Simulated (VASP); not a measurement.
A convergence study with VASP on Rh (fcc): a few settings are varied, all else stays as given below, so the limit is that of these other settings. The cell's lengths are 1 % over those of the tabulated start, so it is off equilibrium.

```xyz
1
Lattice="0.0000 1.9190 1.9190 1.9190 0.0000 1.9190 1.9190 1.9190 0.0000" Properties=species:S:1:pos:R:3 pbc="T T T"
Rh     0.0000     0.0000     0.0000
```

The numbers are results of LDA (Ceperley-Alder, Perdew-Zunger), VASP's LDA PAW potentials (set 64) (plane waves; VASP 6.6.1), not measurements. The last row used: 900 eV cut-off, 14×14×14 Γ-centred mesh, first-order Methfessel-Paxton smearing of 0.10 eV, potentials Rh.

Energies of different potentials or hybrids have different zeros.

```json
[
 {"setting": "ENCUT = 300, POTCAR Rh_pv", "E (eV/atom)": "-8.6432", "pressure (GPa)": "-17.51", "plane waves": "174"},
 {"setting": "ENCUT = 400, POTCAR Rh_pv", "E (eV/atom)": "-8.6326", "pressure (GPa)": "-18.29", "plane waves": "271"},
 {"setting": "ENCUT = 520, POTCAR Rh_pv", "E (eV/atom)": "-8.6338", "pressure (GPa)": "-17.09", "plane waves": "392"},
 {"setting": "ENCUT = 700, POTCAR Rh_pv", "E (eV/atom)": "-8.6337", "pressure (GPa)": "-17.05", "plane waves": "609"},
 {"setting": "ENCUT = 900, POTCAR Rh_pv", "E (eV/atom)": "-8.6337", "pressure (GPa)": "-17.03", "plane waves": "893"},
 {"setting": "ENCUT = 300, POTCAR Rh", "E (eV/atom)": "-8.6571", "pressure (GPa)": "-18.98", "plane waves": "174"},
 {"setting": "ENCUT = 400, POTCAR Rh", "E (eV/atom)": "-8.6518", "pressure (GPa)": "-18.25", "plane waves": "271"},
 {"setting": "ENCUT = 520, POTCAR Rh", "E (eV/atom)": "-8.6519", "pressure (GPa)": "-18.27", "plane waves": "392"},
 {"setting": "ENCUT = 700, POTCAR Rh", "E (eV/atom)": "-8.6521", "pressure (GPa)": "-18.16", "plane waves": "609"},
 {"setting": "ENCUT = 900, POTCAR Rh", "E (eV/atom)": "-8.6517", "pressure (GPa)": "-18.20", "plane waves": "893"}
]
```

Left out are rungs that failed or repeat a setting and relaxations that didn't move; long series are thinned to 24 rows.

The compound is Rh in the fcc structure. The cell was not relaxed at this level.
